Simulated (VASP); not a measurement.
# BC2 (I4/mcm) in VASP: relaxation of cell and atoms with PBE

Aim: the relaxation of cell and atoms of BC2 with PBE.

All numbers are computed with VASP 6.6.1; they aren't measurements. Logs are shortened: lines on timing, memory, paths and dates and some standing lists are left out, and cuts for length are marked.

## 1. Starting point

It takes space group I4/mcm (No. 140, tetragonal). The conventional cell has a = 4.722 Å, b = 4.722 Å, c = 3.931 Å, α = 90.00°, β = 90.00°, γ = 90.00°. Around B (site symmetry 422) lie 2 B at 1.97 Å and 8 C at 2.01 Å. Around C (site symmetry m2m) lie 4 B at 2.01 Å and 3 C at 2.23 to 2.26 Å.

The cell was built by a generator and needn't be a form met in nature.

## 2. Relaxation of cell and atoms, PBE

The input, INCAR:

```
PREC = Accurate ; ENCUT = 600
EDIFF = 1E-6 ; ISMEAR = 0
SIGMA = 0.1 ; LREAL = False
LASPH = True ; NELM = 100
ALGO = Fast ; ISIF = 3
LWAVE = False ; LCHARG = False
GGA = PE ; IBRION = 2
NSW = 90 ; EDIFFG = -0.04
```

The input, KPOINTS:

```
regular mesh
0
Gamma
  6 6 6
```

The input, POSCAR:

```
BC2
1.0
   -2.3610448785      2.3610448785      1.9653364891
    2.3610448785     -2.3610448785      1.9653364891
    2.3610448785      2.3610448785     -1.9653364891
B C
2 4
Direct
    0.2500000000      0.2500000000      0.0000000000
    0.7500000000      0.7500000000      0.0000000000
    0.6670000000      0.1670000000      0.8340000000
    0.1670000000      0.3330000000      0.5000000000
    0.3330000000      0.8330000000      0.1660000000
    0.8330000000      0.6670000000      0.5000000000
```

Potentials or basis: VASP PAW PBE potentials, release 64 (B, C).

The run is started by

```sh
$ cat potpaw_PBE.64/B/POTCAR potpaw_PBE.64/C/POTCAR > POTCAR
$ mpirun -np 1 vasp_std > vasp.out
```

OUTCAR:

```text
PREC = Accurate
   ENCUT = 600
   EDIFF = 1E-6
   ISMEAR = 0
   LREAL = False
   LASPH = True
   NELM = 100
   ISIF = 3
   GGA = PE
   IBRION = 2
   NSW = 90
   EDIFFG = -0.04

 ion  position               nearest neighbor table
   1  0.250  0.250  0.000-   2 1.97   2 1.97   6 2.01   3 2.01   4 2.01   5 2.01   4 2.01   6 2.01
                             3 2.01   5 2.01
   2  0.750  0.750  0.000-   1 1.97   1 1.97   5 2.01   3 2.01   5 2.01   6 2.01   6 2.01   3 2.01
                             4 2.01   4 2.01
   3  0.667  0.167  0.834-   1 2.01   2 2.01   1 2.01   2 2.01
   4  0.167  0.333  0.500-   2 2.01   1 2.01   1 2.01   2 2.01
   5  0.333  0.833  0.166-   1 2.01   2 2.01   1 2.01   2 2.01
   6  0.833  0.667  0.500-   1 2.01   2 2.01   2 2.01   1 2.01

  LATTYP: Found a body centered tetragonal cell.
 ALAT       =     4.7220897570
 C/A-ratio  =     0.8324011572

  Lattice vectors:

 A1 = (  -2.3610448785,   2.3610448785,   1.9653364891)
 A2 = (   2.3610448785,  -2.3610448785,   1.9653364891)
 A3 = (   2.3610448785,   2.3610448785,  -1.9653364891)

Analysis of symmetry for initial positions (statically):
=====================================================================
 Subroutine PRICEL returns:
 Original cell was already a primitive cell.

 Routine SETGRP: Setting up the symmetry group for a
 body centered tetragonal supercell.

 Subroutine GETGRP returns: Found 16 space group operations
 (whereof  8 operations were pure point group operations)
 out of a pool of 16 trial point group operations.

The static configuration has the point symmetry C_4h.
 The point group associated with its full space group is D_4h.

Analysis of symmetry for dynamics (positions and initial velocities):
=====================================================================
 Subroutine PRICEL returns:
 Original cell was already a primitive cell.

 Routine SETGRP: Setting up the symmetry group for a
 body centered tetragonal supercell.

 Subroutine GETGRP returns: Found 16 space group operations
 (whereof  8 operations were pure point group operations)
 out of a pool of 16 trial point group operations.

The dynamic configuration has the point symmetry C_4h.
 The point group associated with its full space group is D_4h.

 Subroutine INISYM returns: Found 16 space group operations
 (whereof  8 operations are pure point group operations),
 and found     1 'primitive' translations

----------------------------------------------------------------------------------------

                                     Primitive cell

  volume of cell :      43.8233

  direct lattice vectors                    reciprocal lattice vectors
    -2.361044878  2.361044878  1.965336489     0.000000000  0.211770646  0.254409361
     2.361044878 -2.361044878  1.965336489     0.211770646  0.000000000  0.254409361
     2.361044878  2.361044878 -1.965336489     0.211770646  0.211770646  0.000000000

  length of vectors
     3.874482333  3.874482333  3.874482333     0.331014999  0.331014999  0.299488920

  position of ions in fractional coordinates (direct lattice)
     0.250000000  0.250000000  0.000000000
     0.750000000  0.750000000  0.000000000
     0.667000000  0.167000000  0.834000000
     0.167000000  0.333000000  0.500000000
     0.333000000  0.833000000  0.166000000
     0.833000000  0.667000000  0.500000000

  ion indices of the primitive-cell ions
   primitive index   ion index
                 1           1
                 2           2
                 3           3
                 4           4
                 5           5
                 6           6

----------------------------------------------------------------------------------------

 KPOINTS: regular mesh

Automatic generation of k-mesh.
 Grid dimensions read from file:
 generate k-points for:    6    6    6

 Generating k-lattice:

  Cartesian coordinates                     Fractional coordinates (reciprocal lattice)
     0.000000000  0.035295108  0.042401560     0.166666667  0.000000000 -0.000000000
     0.035295108  0.000000000  0.042401560     0.000000000  0.166666667 -0.000000000
     0.035295108  0.035295108  0.000000000     0.000000000  0.000000000  0.166666667

  Length of vectors
     0.055169166  0.055169166  0.049914820

  Shift w.r.t. Gamma in fractional coordinates (k-lattice)
     0.000000000  0.000000000  0.000000000

 Subroutine IBZKPT returns following result:
 ===========================================

 Found     30 irreducible k-points:

 Following reciprocal coordinates:
            Coordinates               Weight
  0.000000  0.000000  0.000000      1.000000
  0.166667 -0.000000  0.000000      8.000000
  0.333333  0.000000 -0.000000      8.000000
  0.500000 -0.000000  0.000000      4.000000
  0.166667  0.166667  0.000000      8.000000
  0.333333  0.166667 -0.000000     16.000000
[... 16 lines left out ...]
 -0.333333 -0.333333  0.166667      8.000000
 -0.166667 -0.333333  0.166667      8.000000
 [... further k-points ...]
   k-points           NKPTS =     30   k-points in BZ     NKDIM =     30   number of bands    NBANDS=     15
   number of dos      NEDOS =    301   number of ions     NIONS =      6
   total plane-waves  NPLWV =  32768
   dimension x,y,z NGX =    32 NGY =   32 NGZ =   32
   dimension x,y,z NGXF=    64 NGYF=   64 NGZF=   64
   ions per type =               2   4
   NGX,Y,Z   is equivalent  to a cutoff of  13.73, 13.73, 13.73 a.u.
   NGXF,Y,Z  is equivalent  to a cutoff of  27.46, 27.46, 27.46 a.u.
 SYSTEM =  unknown system
   PREC   = accura    normal or accurate (medium, high low for compatibility)
   ISTART =      0    job   : 0-new  1-cont  2-samecut
   ICHARG =      2    charge: 1-file 2-atom 10-const
   ISPIN  =      1    spin polarized calculation?
   LNONCOLLINEAR =      F non collinear calculations
   LSORBIT =      F    spin-orbit coupling
   LASPH  =      T    aspherical Exc in radial PAW
   ENCUT  =  600.0 eV  44.10 Ry    6.64 a.u.   7.74  7.74  7.74*2*pi/ulx,y,z
   NELM   =    100;   NELMIN=  2; NELMDL= -5     # of ELM steps
   EDIFF  = 0.1E-05   stopping-criterion for ELM
   LREAL  =      F    real-space projection
   EDIFFG = -.4E-01   stopping-criterion for IOM
   NSW    =     90    number of steps for IOM
   IBRION =      2    ionic relax: 0-MD 1-quasi-New 2-CG
   NFREE  =      1    steps in history (QN), initial steepest desc. (CG)
   ISIF   =      3    stress and relaxation
   ISYM   =      2    0-nonsym 1-usesym 2-fastsym
   POTIM  = 0.5000    time-step for ionic-motion
   TEBEG  =    0.0;   TEEND  =   0.0 temperature during run
   PSTRESS=    0.0 pullay stress
   NELECT =      22.0000    total number of electrons
   NUPDOWN=      -1.0000    fix difference up-down
   EMIN   =  10.00;   EMAX   =-10.00  energy-range for DOS
   EFERMI =   0.00;   METHOD = LEGACY
   ISMEAR =     0;   SIGMA  =   0.10  broadening in eV -4-tet -1-fermi 0-gaus
   EFERMI_NEDOS =   21; number of points for ismear=-14 and -15
   IALGO  =     68    algorithm
   IMIX   =      4    mixing-type and parameters
     AMIX     =   0.40;   BMIX     =  1.00
     AMIX_MAG =   1.60;   BMIX_MAG =  1.00
  volume/ion in A,a.u.               =       7.30        49.29
  Fermi-wavevector in a.u.,A,eV,Ry     =   1.301110  2.458741 23.033120  1.692887
  Thomas-Fermi vector in A             =   2.432265
   LORBIT       =      0    0 simple, 1 ext, 2 COOP (PROOUT), +10 PAW based schemes
   GGA     = PE    functional components
   LHFCALC =     F    Hartree Fock is set to
   AEXX    =    0.0000 exact exchange contribution
   IVDW    =     0    specifies the selected vdW correction
   LEPSILON=     F    determine dielectric tensor
   LRPA    =     F    only Hartree local field effects (RPA)
 conjugate gradient relaxation of ions
 non-spin polarized calculation
 RMM-DIIS sequential band-by-band and
 Gauss-broadening in eV      SIGMA  =   0.10
  energy-cutoff  :      600.00
  volume of cell :       43.82
 maximum number of plane-waves:      1479
   NGX = 15   NGY = 15   NGZ = 15

--------------------------------------- Ionic step        1  -------------------------------------------

 number of electron      22.0000000 magnetization

 Free energy of the ion-electron system (eV)
  ---------------------------------------------------
  ext. energy  EPLUGINS =         0.00000000
  ---------------------------------------------------
  free energy    TOTEN  =       -31.46743667 eV

  energy without entropy =      -31.46435763  energy(sigma->0) =      -31.46589715

------------------------ aborting loop because EDIFF is reached ----------------------------------------

  FORCE on cell =-STRESS in cart. coord.  units (eV):
  Direction    XX          YY          ZZ          XY          YZ          ZX
  --------------------------------------------------------------------------------------
  -------------------------------------------------------------------------------------
  Total       -6.6081893     -6.6081893     -2.6316322      0.0000000      0.0000000     -0.0000000
  in kB     -241.5948466   -241.5948466    -96.2122521      0.0000000      0.0000000     -0.0000000
  external PRESSURE =    -193.1339817 kB  Pullay stress =       0.0000000 kB
[... 101 lines left out ...]
  FREE ENERGIE OF THE ION-ELECTRON SYSTEM (eV)
  ---------------------------------------------------
  free  energy   TOTEN  =       -32.1184937455 eV

  energy  without entropy=      -32.1137666256  energy(sigma->0) =      -32.11613019

 E-fermi :  10.0681     XC(G=0): -13.4260

 val. band max:       10.0624437785   @ k =   0.3333   0.1667  -0.0000
 cond. band min:      10.0768088127   @ k =   0.5000   0.5000   0.1667
 fundamental gap:      0.0143650343
 Fermi energy:        10.0680977677

 k-point     1 :       0.0000    0.0000    0.0000
  band No.  band energies     occupation
      1     -10.7010      2.00000
      2      -1.5544      2.00000
      3       1.9596      2.00000
      4       2.4307      2.00000
      5       3.1296      2.00000
      6       3.1296      2.00000
      7       3.4445      2.00000
      8       3.4445      2.00000
      9       4.2440      2.00000
     10       4.8750      2.00000
     11       4.8750      2.00000
     12       5.8023      2.00000
     13       9.1458      2.00000
     14      10.8186      0.00000
[... 403 lines left out ...]
      4      -0.9217      2.00000
      5       1.4963      2.00000
      6       2.2057      2.00000
      7       3.7977      2.00000
      8       4.3424      2.00000
      9       6.4343      2.00000
     10       8.1766      2.00000
     11       8.4737      2.00000
     12      11.1037      0.00000
     13      11.2622      0.00000
     14      14.5538      0.00000
     15      14.6015      0.00000

 [... further k-points ...]

[... ionic steps 4 to 39 ...]

--------------------------------------- Ionic step       40  -------------------------------------------

 number of electron      22.0000001 magnetization

------------------------ aborting loop because EDIFF is reached ----------------------------------------
[... 75 lines left out ...]
--------------------------------------- Ionic step       42  -------------------------------------------

 number of electron      22.0000001 magnetization

 Free energy of the ion-electron system (eV)
  ---------------------------------------------------
  ext. energy  EPLUGINS =         0.00000000
  ---------------------------------------------------
  free energy    TOTEN  =       -36.16589283 eV

  energy without entropy =      -36.15268224  energy(sigma->0) =      -36.15928754

 E-fermi :   9.0127     XC(G=0): -13.1231

 val. band max:        8.9855362947   @ k =  -0.3333   0.5000   0.3333
 cond. band min:       9.0263554136   @ k =  -0.3333   0.1667   0.0000
 fundamental gap:      0.0408191189
 Fermi energy:         9.0127086963

 k-point     1 :       0.0000    0.0000    0.0000
  band No.  band energies     occupation
      1     -10.8932      2.00000
      2      -2.9556      2.00000
      3       1.1875      2.00000
      4       1.2366      2.00000
      5       1.2366      2.00000
      6       3.3389      2.00000
      7       4.0996      2.00000
      8       4.0996      2.00000
      9       4.6038      2.00000
     10       4.6038      2.00000
     11       5.0959      2.00000
     12       5.8913      2.00000
     13       6.3126      2.00000
     14       7.5677      2.00000
[... 448 lines left out ...]
  FREE ENERGIE OF THE ION-ELECTRON SYSTEM (eV)
  ---------------------------------------------------
  free  energy   TOTEN  =       -36.1658928347 eV

  energy  without entropy=      -36.1526822405  energy(sigma->0) =      -36.15928754

 reached required accuracy - stopping structural energy minimisation
```

Wall time 13 min (1 thread of Intel Xeon Platinum 8375C at 2.90GHz (Ice Lake), shared host); peak memory 0.19 GiB.

What came out:

```
Free energy                            : -36.1659 eV
Relaxed volume                         : 6.15 Å³/atom
Relaxed cell                           : a = 3.687 Å, b = 3.687 Å, c = 3.687 Å, α = 116.92°, β = 116.92°, γ = 95.43°
Space group after relaxing (to 0.05 Å) : I4/mcm (No. 140)
Energy gained by relaxing              : 783.1 meV/atom
Ionic steps                            : 42
Pressure after relaxing                : 0.1 GPa
Largest force after relaxing           : 0.024 eV/Å
Band gap on the k mesh                 : none (metal or under the smearing width)
```

Forces on the atoms (eV/Å):
```
B    0.000  0.000  0.000
B    0.000  0.000  0.000
C   -0.017 -0.017  0.000
C    0.017 -0.017  0.000
C    0.017  0.017  0.000
C   -0.017  0.017  0.000
```

Stress tensor (GPa, compression positive):
```
 0.32  0.00  0.00
 0.00  0.32  0.00
 0.00  0.00 -0.37
```

Step by step:
| step | energy change (eV) | largest force (eV/Å) | pressure (GPa) | volume (Å³) |
| --- | --- | --- | --- | --- |
| 1 | 0.0000 | 0.5745 | -19.31 | 43.82 |
| 3 | -0.6511 | 2.0962 | 12.01 | 36.76 |
| 5 | -2.3734 | 2.9861 | 52.38 | 31.74 |
| 7 | -1.9067 | 3.6867 | 53.04 | 31.62 |
| 9 | -1.9864 | 3.2033 | 62.46 | 30.98 |
| 11 | -2.0684 | 2.1892 | 75.29 | 30.26 |
| 13 | -2.2895 | 0.0490 | 83.15 | 30.12 |
| 15 | -3.1015 | 0.0784 | 54.14 | 31.95 |
| 17 | -3.8642 | 0.2662 | -18.50 | 41.08 |
| 19 | -4.0284 | 0.0742 | -3.06 | 37.97 |
| 21 | -4.1555 | 0.6584 | -1.96 | 37.98 |
| 23 | -4.2379 | 4.2264 | 9.55 | 37.70 |
| 25 | -4.3483 | 3.1917 | 5.84 | 37.80 |
| 27 | -4.3866 | 2.4765 | 3.54 | 37.87 |
| 29 | -4.4877 | 2.4932 | 1.54 | 37.97 |
| 31 | -4.4984 | 2.4672 | 1.19 | 37.99 |
| 33 | -4.6487 | 0.7821 | -4.72 | 38.06 |
| 35 | -4.6690 | 0.0797 | -7.60 | 38.10 |
| 37 | -4.6764 | 0.0075 | -6.41 | 37.94 |
| 39 | -4.6955 | 0.0775 | 2.35 | 36.57 |
| 41 | -4.6983 | 0.0539 | 0.01 | 36.91 |
| 42 | -4.6985 | 0.0244 | 0.09 | 36.91 |

Final structure:
```
B C
1.0
    -1.92865    1.92865    2.48046
     1.92865   -1.92865    2.48046
     1.92865    1.92865   -2.48046
B C
2 4
Cartesian
  0.0000 0.0000 1.2402
  0.0000 0.0000 3.7207
  0.5125 2.4411 0.0000
  1.4162 0.5125 0.0000
  1.4162 -0.5125 2.4805
  0.5125 1.4162 2.4805
```

Levels at points of the mesh, in eV from the Fermi level:
| k point | band 8 | band 9 | band 10 | band 11 | band 12 | band 13 | band 14 | band 15 |
| --- | --- | --- | --- | --- | --- | --- | --- | --- |
| (0.00, 0.00, 0.00) | -4.91 | -4.41 | -4.41 | -3.92 | -3.12 | -2.70 | -1.45 | 7.06 |
| (0.50, 0.00, 0.00) | -6.15 | -1.64 | -1.64 | 0.17 | 0.17 | 3.48 | 3.48 | 4.31 |
| (0.50, 0.50, 0.00) | -1.70 | -1.55 | -0.08 | 0.66 | 1.10 | 1.84 | 2.34 | 4.90 |
| (0.50, 0.50, 0.50) | -0.98 | -0.98 | -0.95 | 0.92 | 1.23 | 1.23 | 7.26 | 7.79 |

Caveat: the volume moved by over 15 % at a fixed basis, so the end points are rough.
